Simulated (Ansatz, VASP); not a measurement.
# GaAs in two plane-wave programs, part 2 of 2

One calculation is typed for both programs; each brings its own data sets. How far apart do they land? The cell is taken from a series of runs on this material, whose earlier steps may have relaxed, scaled, displaced or heated it; both programs get it as it stands.

VASP 6.6.1 and Ansatz 0.2.0.

So far: Set-up; Ansatz: zone-centre phonons, PBE, pair 1; VASP: zone-centre phonons, PBE, pair 1; Comparison.

## Step 5: VASP: zone-centre phonons, PBE, pair 2

Level of this step: PBE; plane waves and PAW (Ga_d, As) (VASP).

Second derivatives magnify differences that forces hide, and they need a tight electronic threshold. The cell compared in this pair holds 43.63 Å³, against 42.68 Å³ for the pair before.

File INCAR:

```
SYSTEM = GaAs
PREC = Accurate
ENCUT = 500
EDIFF = 1E-08
NELM = 120
ISMEAR = 0
SIGMA = 0.01
LREAL = .FALSE.
ALGO = Normal
GGA = PE
NBANDS = 15
LORBIT = 11
LWAVE = .FALSE.
LCHARG = .FALSE.
ISIF = 2
IBRION = 8
LASPH = .TRUE.
GGA_COMPAT = .FALSE.
EFERMI = MIDGAP
KPAR = 2
```

File POSCAR:

```
GaAs
1.0
    0.0000000000      2.7941963666      2.7941963666
    2.7941963666      0.0000000000      2.7941963666
    2.7941963666      2.7941963666      0.0000000000
Ga As
1 1
Direct
    0.0000000000      0.0000000000      0.0000000000
    0.7500000000      0.7500000000      0.7500000000
```

File KPOINTS:

```
Automatic mesh
0
Gamma
12 12 12
0 0 0
```

The projector-augmented-wave data sets are Ga_d and As (PBE family, release 64).

Launch:

```bash
$ mpirun -np 2 vasp_std
```

Numbers of over 12 decimals in the logs are rounded to 6 here.

The program printed:

```text
[... set-up lines as in an earlier step ...]
 entering main loop
       N       E                     dE             d eps       ncg     rms          rms(c)
DAV:   1     0.825251995065E+02    0.82525E+02   -0.89999E+03  2192   0.164E+03
DAV:   2    -0.212476408126E+01   -0.84650E+02   -0.81014E+02  2426   0.316E+02
DAV:   3    -0.827650687310E+01   -0.61517E+01   -0.61320E+01  2636   0.684E+01
DAV:   4    -0.836988943875E+01   -0.93383E-01   -0.93366E-01  2557   0.938E+00
[...]
DAV:  14    -0.820448473395E+01    0.11115E-07   -0.61396E-09  2193   0.813E-04    0.484E-04
DAV:  15    -0.820448477085E+01   -0.36900E-07   -0.23576E-09  1913   0.428E-04    0.270E-05
DAV:  16    -0.820448477563E+01   -0.47830E-08   -0.39127E-10  1423   0.236E-04
   1 F= -.82044848E+01 E0= -.82044848E+01  d E =0.000000E+00
 Linear response reoptimize wavefunctions to high precision
DAV:   1    -0.820448477230E+01    0.33324E-08   -0.12606E-10  1542   0.180E-04
DAV:   2    -0.820448477229E+01    0.90949E-11   -0.39280E-11  1283   0.632E-05
 Linear response DOF=           2
 Linear response progress:
[...]
RMM:  13    -0.163343810746E+00   -0.13197E-07   -0.32145E-07 17461   0.606E-05    0.148E-06
RMM:  14    -0.163343811420E+00   -0.67383E-09   -0.23016E-07 17230   0.323E-05    0.471E-07
RMM:  15    -0.163343805893E+00    0.55271E-08   -0.11640E-07 15758   0.189E-05    0.828E-08
 first order change of Fermi-energy   0.11041E+01
 force on displaced ion       1 direction 1 : -10.408  -0.000  -0.000
 Linear response progress:
  Degree of freedom:   2/  2
       N       E                     dE             d eps       ncg     rms          rms(c)
RMM:   1    -0.441806583621E-01   -0.44181E-01    0.63044E-02 18693   0.156E+00
RMM:   2    -0.434564450532E-01    0.72421E-03   -0.43146E-03 15089   0.412E-01    0.828E-02
RMM:   3    -0.435087516284E-01   -0.52307E-04   -0.38472E-04 16807   0.127E-01    0.469E-02
RMM:   4    -0.438139399113E-01   -0.30519E-03   -0.84144E-05 16877   0.569E-02    0.463E-03
[...]
RMM:   9    -0.438079490657E-01    0.55382E-07   -0.26984E-08 17016   0.277E-04    0.820E-06
RMM:  10    -0.438078957201E-01    0.53346E-07   -0.45773E-09 16993   0.103E-04    0.387E-06
RMM:  11    -0.438079042658E-01   -0.85457E-08   -0.26293E-09 16929   0.419E-05    0.123E-06
 first order change of Fermi-energy  -0.11038E+01
 force on displaced ion       2 direction 1 : -10.373  -0.000  -0.000
 Linear response finished
```

From OUTCAR (step 5):

```text
  Total        1.7327021      1.7327021      1.7327021      0.0000000      0.0000000     -0.0000000
  in kB       63.6258682     63.6258682     63.6258682      0.0000000      0.0000000     -0.0000000
  external PRESSURE =      63.6258682 kB  Pullay stress =       0.0000000 kB

 POSITION                                       TOTAL-FORCE (eV/Angst)
 -----------------------------------------------------------------------------------
      0.00000      0.00000      0.00000        -0.000000     -0.000000     -0.000000
      4.19129      4.19129      4.19129         0.000000      0.000000      0.000000
 -----------------------------------------------------------------------------------
    total drift:                                0.000000      0.000000      0.000000

[... 1 part as in an earlier step ...]

[... 1 further part left out ...]
```

## Step 6: Ansatz: zone-centre phonons, PBE, pair 2

The same cell, functional and mesh now go to Ansatz, which takes its cutoff from its data sets.

The cell is taken from a series of runs on this material, whose earlier steps may have relaxed, scaled, displaced or heated it; both programs get it as it stands.

File input.yaml:

```yaml
crystal:
  lattice:
    - [0.0, 2.7941963666, 2.7941963666]
    - [2.7941963666, 0.0, 2.7941963666]
    - [2.7941963666, 2.7941963666, 0.0]
  atoms:
    - { symbol: Ga, position: [0.0, 0.0, 0.0] }
    - { symbol: As, position: [0.75, 0.75, 0.75] }
kpoints:
  mp_grid: { grid: [12, 12, 12] }
hamiltonian:
  xc: pbe
  pseudopotentials: { kind: paw, azcp: { folder: soft_1 } }
scf:
  occupations: { method: fixed }
output:
  eigenvalues: true
phonons:
  method: dfpt
```

Launch:

```bash
$ ansatz run input.yaml --threads 4 --pin off --max-ram 10240MiB --backend cpu --events-out ev --progress --plain --runs-dir out
```

The program printed:

```text
[...]
Crystal: 2 atoms, lattice volume = 43.632 Å³
Basis set: ecut = 420 eV, 869 PW (Γ), exchange–correlation on 54×54×54 points (8 copies of the dense FFT grid, shifted against one another)
Bands: 18, of which v1, the nominal top of the filled ones, is band 14 counted from 1 (13 counted from 0)
Symmetry: 24 space group operations
k-points: 163 of 1728 (irreducible under 8 space group operations, time reversal used)
[...]
k-point 1: bands = [... 10 lower, -4.4987, 7.2240, 8.2777, 8.2777, 9.9520, 12.3241, 12.3241, 12.3268]
  k-point 2: bands = [... 10 lower, -4.2471, 5.6750, 7.9971, 7.9971, 10.1808, 12.7169, 12.7169, 13.1994]
  k-point 162: bands = [... 10 lower, -1.8633, 1.6266, 4.6999, 4.8941, 13.1391, 13.1849, 13.9271, 14.4635]
[...]
ASR residual: 1.139e-5 → 0.000e0 eV/Å²; symmetrization residual: 2.473e-6 eV/Å²
  ASR residual per site (eV/Å²): 3.95e-6 1.14e-5
  Γ frequencies (cm⁻¹): 0.00 0.00 0.00 278.58 278.58 278.58
[...]
[key lines of the parts left out:]
SCF converged after 10 iterations
Free energy (F): -8639.805553 eV
Fermi energy:    8.397572 eV
```

## Step 7: Side by side

What differs besides the data sets and the points named for the pairs above, as far as they apply: the data sets hold 28 valence electrons in Ansatz (on its PAW soft_1 files) and 18 in VASP. Total energies have different zeros and are not compared.

Both answers:

```tsv
quantity	Ansatz	VASP	difference
optical mode 1 to 3 (cm⁻¹)	278.6	279.7	-0.41 %
```

Modes are paired by rising frequency, not by their patterns, so a pair may set unlike modes beside each other; they are those without the splitting of longitudinal modes.

## Step 8: VASP: zone-centre phonons, PBE, pair 3

Second derivatives magnify differences that forces hide, and they need a tight electronic threshold. The cell compared in this pair holds 44.58 Å³, against 43.63 Å³ for the pair before.

INCAR is that of step 5.

File POSCAR:

```
GaAs
1.0
    0.0000000000      2.8142991899      2.8142991899
    2.8142991899      0.0000000000      2.8142991899
    2.8142991899      2.8142991899      0.0000000000
Ga As
1 1
Direct
    0.0000000000      0.0000000000      0.0000000000
    0.7500000000      0.7500000000      0.7500000000
```

KPOINTS is that of step 5.

Launch:

```bash
$ mpirun -np 2 vasp_std
```

The program printed:

```text
[... set-up lines as in an earlier step ...]
 entering main loop
       N       E                     dE             d eps       ncg     rms          rms(c)
DAV:   1     0.805459807716E+02    0.80546E+02   -0.88853E+03  2216   0.163E+03
DAV:   2    -0.209014980008E+01   -0.82636E+02   -0.79251E+02  2398   0.307E+02
DAV:   3    -0.830340225512E+01   -0.62133E+01   -0.61916E+01  2622   0.682E+01
DAV:   4    -0.839726401331E+01   -0.93862E-01   -0.93846E-01  2596   0.938E+00
[...]
DAV:  12    -0.823668049461E+01   -0.34335E-06   -0.11849E-06  2755   0.161E-02    0.136E-03
DAV:  13    -0.823668077436E+01   -0.27975E-06   -0.47777E-07  2524   0.487E-03    0.649E-04
DAV:  14    -0.823668076499E+01    0.93692E-08   -0.65504E-09  2270   0.875E-04
   1 F= -.82366808E+01 E0= -.82366808E+01  d E =0.000000E+00
 Linear response reoptimize wavefunctions to high precision
DAV:   1    -0.823668080080E+01   -0.35806E-07   -0.28981E-09  2524   0.455E-04
DAV:   2    -0.823668080077E+01    0.21828E-10   -0.59833E-11  1682   0.614E-05
 Linear response DOF=           2
 Linear response progress:
[...]
RMM:  14    -0.163315102049E+00   -0.53066E-08   -0.26719E-07 17412   0.316E-05    0.761E-07
RMM:  15    -0.163315095621E+00    0.64279E-08   -0.10889E-07 16205   0.169E-05    0.120E-07
RMM:  16    -0.163315094856E+00    0.76477E-09   -0.84011E-08 11468   0.102E-05    0.905E-08
 first order change of Fermi-energy   0.10892E+01
 force on displaced ion       1 direction 1 :  -9.885   0.000   0.000
 Linear response progress:
  Degree of freedom:   2/  2
       N       E                     dE             d eps       ncg     rms          rms(c)
RMM:   1    -0.442651897652E-01   -0.44265E-01    0.62620E-02 18615   0.152E+00
RMM:   2    -0.434736446721E-01    0.79155E-03   -0.41787E-03 15072   0.398E-01    0.815E-02
RMM:   3    -0.435129065704E-01   -0.39262E-04   -0.36135E-04 16806   0.124E-01    0.463E-02
RMM:   4    -0.438045572928E-01   -0.29165E-03   -0.82331E-05 16908   0.558E-02    0.453E-03
[...]
RMM:   9    -0.437989275307E-01    0.59994E-07   -0.33250E-08 16979   0.281E-04    0.752E-06
RMM:  10    -0.437988696923E-01    0.57838E-07   -0.13896E-08 17028   0.105E-04    0.403E-06
RMM:  11    -0.437988769205E-01   -0.72283E-08   -0.11265E-08 16924   0.414E-05    0.126E-06
 first order change of Fermi-energy  -0.10889E+01
 force on displaced ion       2 direction 1 :  -9.856  -0.000  -0.000
 Linear response finished
```

OUTCAR, selected parts (step 8):

```text
  Total        1.2611122      1.2611122      1.2611122      0.0000000      0.0000000     -0.0000000
  in kB       45.3235068     45.3235068     45.3235068      0.0000000      0.0000000     -0.0000000
  external PRESSURE =      45.3235068 kB  Pullay stress =       0.0000000 kB

 POSITION                                       TOTAL-FORCE (eV/Angst)
 -----------------------------------------------------------------------------------
      0.00000      0.00000      0.00000         0.000000      0.000000      0.000000
      4.22145      4.22145      4.22145        -0.000000     -0.000000     -0.000000
 -----------------------------------------------------------------------------------
    total drift:                                0.000000      0.000000      0.000000

[... 1 part as in an earlier step ...]

[... 1 further part left out ...]
```

## Step 9: Ansatz: zone-centre phonons, PBE, pair 3

The same cell, functional and mesh now go to Ansatz, which takes its cutoff from its data sets.

The cell is taken from a series of runs on this material, whose earlier steps may have relaxed, scaled, displaced or heated it; both programs get it as it stands.

input.yaml, the sections that differ from step 6:

```yaml
crystal:
  lattice:
    - [0.0, 2.8142991899, 2.8142991899]
    - [2.8142991899, 0.0, 2.8142991899]
    - [2.8142991899, 2.8142991899, 0.0]
  atoms:
    - { symbol: Ga, position: [0.0, 0.0, 0.0] }
    - { symbol: As, position: [0.75, 0.75, 0.75] }
# kpoints, hamiltonian, scf, output, phonons: as in step 6
```

Launch:

```bash
$ ansatz run input.yaml --threads 4 --pin off --max-ram 10240MiB --backend cpu --events-out ev --progress --plain --runs-dir out
```

The program printed:

```text
[...]
Crystal: 2 atoms, lattice volume = 44.580 Å³
Basis set: ecut = 420 eV, 893 PW (Γ), exchange–correlation on 54×54×54 points (8 copies of the dense FFT grid, shifted against one another)
Bands: 18, of which v1, the nominal top of the filled ones, is band 14 counted from 1 (13 counted from 0)
Symmetry: 24 space group operations
k-points: 163 of 1728 (irreducible under 8 space group operations, time reversal used)
[...]
k-point 1: bands = [... 10 lower, -4.6364, 6.9076, 7.9873, 7.9873, 9.5356, 12.0120, 12.0199, 12.0199]
  k-point 2: bands = [... 10 lower, -4.3929, 5.3905, 7.7155, 7.7155, 9.7960, 12.4034, 12.4034, 12.8331]
  k-point 162: bands = [... 10 lower, -2.1011, 1.4262, 4.5098, 4.7036, 12.7899, 12.8344, 13.5638, 14.1607]
[...]
ASR residual: 2.203e-4 → 0.000e0 eV/Å²; symmetrization residual: 8.558e-7 eV/Å²
  ASR residual per site (eV/Å²): 1.61e-5 2.20e-4
  Γ frequencies (cm⁻¹): 0.00 0.00 0.00 271.52 271.52 271.52
[...]
[key lines of the parts left out:]
SCF converged after 9 iterations
Free energy (F): -8639.836617 eV
Fermi energy:    8.103036 eV
```

## Step 10: Differences

What differs besides the data sets and the points named for the pairs above, as far as they apply: the data sets hold 28 valence electrons in Ansatz (on its PAW soft_1 files) and 18 in VASP. Total energies have different zeros and are not compared.

The two programs side by side:

```tsv
quantity	Ansatz	VASP	difference
optical mode 1 to 3 (cm⁻¹)	271.5	272.6	-0.41 %
```

Modes are paired by rising frequency, not by their patterns, so a pair may set unlike modes beside each other; they are those without the splitting of longitudinal modes.

## Step 11: What came out

```
r.m.s. difference of the optical zone-centre modes, each program's sorted by frequency (zone-centre phonons, PBE, pair 1) : 0.98 cm⁻¹
r.m.s. difference of the optical zone-centre modes, each program's sorted by frequency (zone-centre phonons, PBE, pair 2) : 1.1 cm⁻¹
r.m.s. difference of the optical zone-centre modes, each program's sorted by frequency (zone-centre phonons, PBE, pair 3) : 1.1 cm⁻¹
```

In words: The r.m.s. difference of the optical zone-centre modes, each program's sorted by frequency is 0.98 cm⁻¹ (zone-centre phonons, PBE, pair 1). The data sets hold unlike numbers of valence electrons (28 in Ansatz and 18 in VASP), so part of the differences comes from the potentials. Such differences can come from data sets, numerical settings and the points named under the comparisons, not from the functional's error against experiment.

[Lines on the potential files, build, host, timing and source positions are cut from VASP's logs without a mark.]

[Logs are printed without paths, hosts, clocks, repeated set-up lines and the standing remarks that a program may print on its own settings, such as how far it seeks lower states.]

[Hosts, paths, dates, database ids (printed as entryN), source tags and the programs' standing remarks are cut or masked in the printed files.]
